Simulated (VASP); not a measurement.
The input files of a VASP run:

INCAR:
```
# general
SYSTEM  = Fe3Mo
PREC    = Accurate
ENCUT   = 300
LREAL   = .False.
LASPH   = .True.

# electronic loop
EDIFF   = 1E-6
NELM    = 100
ALGO    = Normal
LMAXMIX = 4

# smearing
ISMEAR  = -1
SIGMA   = 0.136

# functional
GGA     = PE

# spin
ISPIN   = 2
MAGMOM  = 3*4.0 0.0

# ions
IBRION  = 2
NSW     = 50
ISIF    = 3
EDIFFG  = -0.01

# output
LWAVE   = .False.
LCHARG  = .False.
LORBIT  = 11
```

**KPOINTS**
```
Automatic mesh
0
Gamma
5 5 5
0 0 0
```

### POSCAR
```
Fe3Mo
1.0
  3.6147560000   0.0000000000   0.0000000000
  0.0000000000   3.6147560000   0.0000000000
  0.0000000000   0.0000000000   3.6147560000
Fe Mo
3 1
Direct
  0.0000000000   0.5000000000   0.5000000000
  0.5000000000   0.5000000000   0.0000000000
  0.5000000000   0.0000000000   0.5000000000
  0.0000000000   0.0000000000   0.0000000000
```

POTCAR, in this order: Fe Mo_sv (PBE.64 set). Program: vasp_std.

**Question.** Translate this PBE calculation to Quantum ESPRESSO's pw.x.

**Answer.** One equivalent input (not run):
```
&CONTROL
  calculation = 'vc-relax'
  pseudo_dir = './pseudo'
  outdir = './out'
  tprnfor = .true.
  tstress = .true.
  nstep = 50
  forc_conv_thr = 0.00039
/
&SYSTEM
  ibrav = 0
  nat = 4
  ntyp = 2
  ecutwfc = 90
  occupations = 'smearing'
  smearing = 'fermi-dirac'
  degauss = 0.009996
  input_dft = 'pbe'
  nspin = 2
  starting_magnetization(1) = 0.4
/
&ELECTRONS
  conv_thr = 7.3e-08
  electron_maxstep = 100
/
&IONS
/
&CELL
/
ATOMIC_SPECIES
  Fe 55.845 Fe.upf
  Mo 95.950 Mo.upf
CELL_PARAMETERS angstrom
     3.6147560    0.0000000    0.0000000
     0.0000000    3.6147560    0.0000000
     0.0000000    0.0000000    3.6147560
ATOMIC_POSITIONS crystal
  Fe   0.0000000  0.5000000  0.5000000
  Fe   0.5000000  0.5000000  0.0000000
  Fe   0.5000000  0.0000000  0.5000000
  Mo   0.0000000  0.0000000  0.0000000
K_POINTS automatic
  5 5 5 0 0 0
```
The two are equivalent in intent, not identical: the potentials are each code's own (VASP's PAW set, PseudoDojo norm-conserving files in pw.x), so ENCUT and ecutwfc are chosen apart and not converted; conv_thr bounds pw.x's estimated SCF error, while EDIFF bounds the energy change between steps; starting_magnetization is a fraction of the valence charge and MAGMOM a moment in μB, so they match only roughly; forc_conv_thr acts on force components and is met together with etot_conv_thr.

The structure was generated: Fe3Mo was put into an ordered model structure, which need not be its known phase. This run relaxes it. Symmetry was kept, so distortions that lower it aren't found. The k-mesh is coarse (spacing up to 0.35 per Å, 2π included), so the numbers may not be converged in it. The run is one of a series of settings (EDIFFG = -0.01, IBRION = 2, ISIF = 3, NSW = 50 against the base run), some of them coarse on purpose.
